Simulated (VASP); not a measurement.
Here is the system:

```xyz
6
Lattice="4.7201 0.0000 0.0000 0.0000 4.7201 0.0000 0.0000 0.0000 3.1401" Properties=species:S:1:pos:R:3 pbc="T T T"
Zn     0.0000     0.0000     0.0000
Zn     2.3600     2.3600     1.5700
F      1.4329     1.4329     0.0000
F      3.7930     0.9271     1.5700
F      0.9271     3.7930     1.5700
F      3.2871     3.2871     0.0000
```

All values below come from PBEsol GGA, VASP's PBE PAW potentials (set 64) (plane waves; VASP). Settings: 620 eV cut-off, 5×5×7 Γ-centred mesh, Gaussian smearing of 0.050 eV, potentials Zn F.

Energy and stress use the plane-wave basis of the starting cell.

Task: The ions, cell shape and volume at an external pressure of 5.0 GPa are relaxed. What does this cell relax into?

Result: 
```xyz
6
Lattice="4.6420 0.0000 0.0000 0.0000 4.6420 0.0000 0.0000 0.0000 3.1109" Properties=species:S:1:pos:R:3 pbc="T T T"
Zn     0.0000     4.6420     0.0000
Zn     2.3210     2.3210     1.5554
F      1.4047     1.4047     0.0000
F      3.7257     0.9163     1.5554
F      0.9163     3.7257     1.5554
F      3.2373     3.2373     0.0000
```
Space group P4_2/mnm (136), at a tolerance of 0.03 Å.

Task: How do energy and volume change from the first to the last step?

Result: The energy (σ→0) changes by +7.0 meV/atom and the volume by -4.2 %, in 5 ionic steps.

The compound is ZnF2 in the rutile structure. This run relaxes it under an external pressure of 5 GPa. Symmetry was kept, so distortions that lower it aren't found.
